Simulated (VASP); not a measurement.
# CH₂IBr: harmonic vibrations of a molecule

CH₂IBr, molecule in box, 5 atoms in the cell. RevPBE with D3(BJ), harmonic vibrations; PAW potentials Br, C, I, H (PBE set).

## Input

INCAR.step1:
```
PREC = Accurate ; ENCUT = 400
EDIFF = 1E-8 ; ISMEAR = 0
SIGMA = 0.01 ; ISYM = 0
LREAL = False ; LASPH = True
NELM = 100 ; ALGO = Normal
LWAVE = False ; LCHARG = False
GGA = RE ; IVDW = 12
IBRION = 2 ; NSW = 60
ISIF = 2 ; EDIFFG = -0.002
POTIM = 0.5
```

INCAR.step2, as INCAR.step1 but for:
```
- IBRION = 2
- NSW = 60
- ISIF = 2
- EDIFFG = -0.002
- POTIM = 0.5
+ IBRION = 5
+ NFREE = 2
+ POTIM = 0.015
+ NSW = 1
```

KPOINTS:
```
k-points
0
Gamma
  1 1 1
```

POSCAR.step1:
```
H2CIBr
1.0
   13.0000000000      0.0000000000      0.0000000000
    0.0000000000     11.0000000000      0.0000000000
    0.0000000000      0.0000000000     12.0000000000
Br C I H
1 1 1 2
Direct
    0.3766923100      0.4773090900      0.5308750000
    0.5178615400      0.4930181800      0.4861666700
    0.6253076900      0.4147454500      0.5988166700
    0.5355769200      0.5890727300      0.4801916700
    0.5270846200      0.4471636400      0.4068500000
```

Commands (each step's output is kept before the next begins):
```
cat potpaw_PBE.64/Br/POTCAR potpaw_PBE.64/C/POTCAR potpaw_PBE.64/I/POTCAR potpaw_PBE.64/H/POTCAR > POTCAR
cp INCAR.step1 INCAR
cp POSCAR.step1 POSCAR
mpirun -np 4 vasp_gam > vasp.out
cp CONTCAR POSCAR
cp INCAR.step2 INCAR
mpirun -np 4 vasp_gam > vasp.out
```

## Result

- Vibrations (cm⁻¹; a negative value is imaginary): 3151, 3062, 1374, 1130, 1050, 741, 588, 503, 136
- Zero-point energy (eV): 0.727
- Translations and rotations, which should read zero (cm⁻¹): -8, -4, -2, 0, 4, 6
- Vibrational entropy at 298 K (meV/K): 0.191
- Displaced cells: 30
- Ionic steps, all stages: 50
- Electronic steps, all stages: 809

VASP 6.6.1 took 940 s on 4 cores (AMD EPYC 7R13 (Zen 3)), a shared host.
